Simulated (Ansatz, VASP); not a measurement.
## YTl: VASP beside Ansatz

Contents of INCAR:

```
SYSTEM = YTl
ALGO = Normal ; EDIFF = 1E-6
ENCUT = 520 ; GGA = CA
ISIF = 2 ; ISMEAR = 0
LASPH = .TRUE. ; LCHARG = .TRUE.
LELF = .TRUE. ; LREAL = .FALSE.
LVHAR = .TRUE. ; LWAVE = .FALSE.
NBANDS = 19 ; NELM = 100
PREC = Accurate ; SIGMA = 0.15
```

KPOINTS

```
k-points
0
G
  12 12 12
  0 0 0
```

The input POSCAR:

```
YTl
1.0
    3.7510000000      0.0000000000      0.0000000000
    0.0000000000      3.7510000000      0.0000000000
    0.0000000000      0.0000000000      3.7510000000
Y Tl
1 1
Direct
    0.5000000000      0.5000000000      0.5000000000
    0.0266595575      0.0000000000      0.0000000000
```

Input for Ansatz:

```yaml
crystal:
  lattice:
    - [3.751, 0.0, 0.0]
    - [0.0, 3.751, 0.0]
    - [0.0, 0.0, 3.751]
  atoms:
    - { symbol: "Y", position: [0.5, 0.5, 0.5] }
    - { symbol: Tl, position: [0.0266595575, 0.0, 0.0] }
basis:
  ecutwfc: 420
kpoints:
  mp_grid: { grid: [12, 12, 12] }
hamiltonian:
  xc: lda
scf:
  occupations: { method: gaussian, width: 0.15 }
output:
  forces: true
  stress: true
  eigenvalues: true
```

Change from the starting cell: all Tl atoms moved -0.100 Å, as atom 2 towards its neighbour atom 2 (Tl) at 3.751 Å.

Alike in both runs: task single point; functional LDA; k mesh 12 × 12 × 12; occupations gaussian, width 0.15 eV; no spin polarisation.

|  | VASP | Ansatz |
| --- | --- | --- |
| version | VASP 6.6.1 | Ansatz 0.2.0 |
| potentials or method | VASP PAW LDA potentials, release 64 (Y_sv, Tl_d) | scalar-relativistic, plane waves, PAW |
| plane-wave cutoff (eV) | 520 | 420 |
| valence electrons in the cell | 24 | 24 |

|  | VASP | Ansatz | Ansatz less VASP |
| --- | --- | --- | --- |
| gap on the k mesh at the Fermi level (eV) | none | none | - |
| pressure (GPa) | -2.7 | -2.8 | -0.06 |
| largest component of the traceless stress (GPa) | 0.06 | 0.06 | +0.001 |
| rms of the force components (eV/Å) | 0.119 | 0.117 | -0.0015 |

Atom by atom the forces differ by 0.002 eV/Å (rms over components). A gap of «none» marks a metal or a gap that the smearing closes.

The runs have no spin-orbit coupling, so splittings on Tl are missing.
